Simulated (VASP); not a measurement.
Method: PBE GGA, VASP's PBE PAW potentials (set 64) (plane waves; VASP 6.6.1).

The input files of a VASP run:

### KPOINTS
```
Automatic mesh
0
Gamma
10 10 10
0 0 0
```

INCAR:
```
ALGO = Normal
EDIFF = 1E-6
EDIFFG = -0.02
ENCUT = 500
GGA = PE
IBRION = 2
ISIF = 3
ISMEAR = 1
LASPH = .TRUE.
LCHARG = .FALSE.
LMAXMIX = 4
LREAL = .FALSE.
LWAVE = .FALSE.
NELM = 100
NSW = 40
PREC = Accurate
PSTRESS = 200
SIGMA = 0.1
SYSTEM = CoSi2
```

### POSCAR
```
CoSi2
1.0
  0.0000000000   2.6000395868   2.6000395868
  2.6000395868   0.0000000000   2.6000395868
  2.6000395868   2.6000395868   0.0000000000
Co Si
1 2
Cart
  0.0000000000   0.0000000000   0.0000000000
  1.3000197934   1.3000197934   1.3000197934
  3.9000593802   3.9000593802   3.9000593802
```

POTCAR, in this order: Co Si (PBE.64 set). Program: vasp_std.

What VASP printed:

OSZICAR:
```
       N       E                     dE             d eps       ncg     rms          rms(c)
DAV:   1     0.716919429741E+02    0.71692E+02   -0.70371E+03  1128   0.134E+03
DAV:   2    -0.161535954133E+02   -0.87846E+02   -0.82470E+02  1132   0.259E+02
DAV:   3    -0.203965022776E+02   -0.42429E+01   -0.41000E+01  1448   0.653E+01
DAV:   4    -0.204981492491E+02   -0.10165E+00   -0.10136E+00  1344   0.977E+00
DAV:   5    -0.205013117632E+02   -0.31625E-02   -0.31619E-02  1504   0.177E+00    0.156E+01
DAV:   6    -0.230922276485E+02   -0.25909E+01   -0.35088E+01  1356   0.130E+02    0.153E+01
DAV:   7    -0.191520203984E+02    0.39402E+01   -0.15196E+01  1476   0.103E+02    0.425E+00
DAV:   8    -0.191353161216E+02    0.16704E-01   -0.75799E-01  1232   0.701E+00    0.172E+00
DAV:   9    -0.191082474232E+02    0.27069E-01   -0.99823E-02  1392   0.701E+00    0.446E-01
DAV:  10    -0.191086366345E+02   -0.38921E-03   -0.76546E-03  1552   0.140E+00    0.167E-01
DAV:  11    -0.191083615323E+02    0.27510E-03   -0.11955E-03  1480   0.776E-01    0.387E-02
DAV:  12    -0.191083784446E+02   -0.16912E-04   -0.70055E-05  1212   0.846E-02    0.158E-02
DAV:  13    -0.191083791253E+02   -0.68065E-06   -0.30283E-06  1352   0.271E-02
   1 F= -.14720150E+02 E0= -.14720439E+02  d E =-.147202E+02
       N       E                     dE             d eps       ncg     rms          rms(c)
DAV:   1    -0.190946735700E+02    0.13705E-01   -0.30291E-02  1272   0.363E+00    0.480E-01
DAV:   2    -0.191009600884E+02   -0.62865E-02   -0.71983E-02  1488   0.610E+00    0.767E-01
DAV:   3    -0.190921719738E+02    0.87881E-02   -0.35716E-02  1464   0.438E+00    0.915E-02
DAV:   4    -0.190921079212E+02    0.64053E-04   -0.58390E-04  1244   0.255E-01    0.256E-02
DAV:   5    -0.190921021897E+02    0.57315E-05   -0.24714E-05  1736   0.880E-02    0.100E-02
DAV:   6    -0.190921016911E+02    0.49858E-06   -0.11120E-06   768   0.200E-02
   2 F= -.14719970E+02 E0= -.14720258E+02  d E =0.180210E-03
       N       E                     dE             d eps       ncg     rms          rms(c)
DAV:   1    -0.191050601467E+02   -0.12958E-01   -0.15302E-02  1252   0.258E+00    0.342E-01
DAV:   2    -0.191083185004E+02   -0.32584E-02   -0.37091E-02  1496   0.438E+00    0.549E-01
DAV:   3    -0.191037819136E+02    0.45366E-02   -0.18253E-02  1460   0.309E+00    0.632E-02
DAV:   4    -0.191037510490E+02    0.30865E-04   -0.29066E-04  1200   0.157E-01    0.216E-02
DAV:   5    -0.191037467345E+02    0.43145E-05   -0.17765E-05  1580   0.850E-02    0.685E-03
DAV:   6    -0.191037466058E+02    0.12867E-06   -0.97303E-07   672   0.136E-02
   3 F= -.14720179E+02 E0= -.14720467E+02  d E =-.288810E-04
```

**OUTCAR**
```
------------------------ aborting loop because EDIFF is reached ----------------------------------------
  FORCE on cell =-STRESS in cart. coord.  units (eV):
  Direction    XX          YY          ZZ          XY          YZ          ZX
  --------------------------------------------------------------------------------------
  Total        4.3888683      4.3888683      4.3888683     -0.0000000      0.0000000     -0.0000000
  in kB      200.2418405    200.2418405    200.2418405     -0.0000000      0.0000000     -0.0000000
  external PRESSURE =       0.2418405 kB  Pullay stress =     200.0000000 kB
  volume of cell :       35.12
      direct lattice vectors                 reciprocal lattice vectors
     0.000000000  2.599118629  2.599118629    -0.192372905  0.192372905  0.192372905
     2.599118629  0.000000000  2.599118629     0.192372905 -0.192372905  0.192372905
     2.599118629  2.599118629 -0.000000000     0.192372905  0.192372905 -0.192372905
 POSITION                                       TOTAL-FORCE (eV/Angst)
 -----------------------------------------------------------------------------------
      0.00000      0.00000      0.00000        -0.000000     -0.000000      0.000000
      1.29956      1.29956      1.29956        -0.000000     -0.000000     -0.000000
      3.89868      3.89868      3.89868         0.000000      0.000000      0.000000
 -----------------------------------------------------------------------------------
    total drift:                               -0.000000      0.000000      0.000000
  FREE ENERGIE OF THE ION-ELECTRON SYSTEM (eV)
  ---------------------------------------------------
  free  energy   TOTEN  =       -19.1037466058 eV

  energy  without entropy=      -19.1046110603  energy(sigma->0) =      -19.10403476
  enthalpy is  TOTEN    =       -14.7201789374 eV   P V=        4.3835676684

 reached required accuracy - stopping structural energy minimisation
```
(Selected blocks of OUTCAR.)

File CONTCAR:
```
CoSi2
   1.00000000000000
     0.0000000000000000    2.5991186291241295    2.5991186291241295
     2.5991186291241295    0.0000000000000000    2.5991186291241295
     2.5991186291241295    2.5991186291241295   -0.0000000000000000
  Co              Si
     1     2
Direct
     0.0000000000000000    0.0000000000000000    0.0000000000000000
     0.2500000000000000    0.2500000000000000    0.2500000000000000
     0.7500000000000000    0.7500000000000000    0.7500000000000000
```

The compound is CoSi2 in the fluorite structure. This run relaxes it under an external pressure of 20 GPa. Symmetry was kept, so distortions that lower it aren't found. The run is not spin-polarised, so no magnetic state was tried. The electron count is odd and the run is not spin-polarised, which forces a metal.
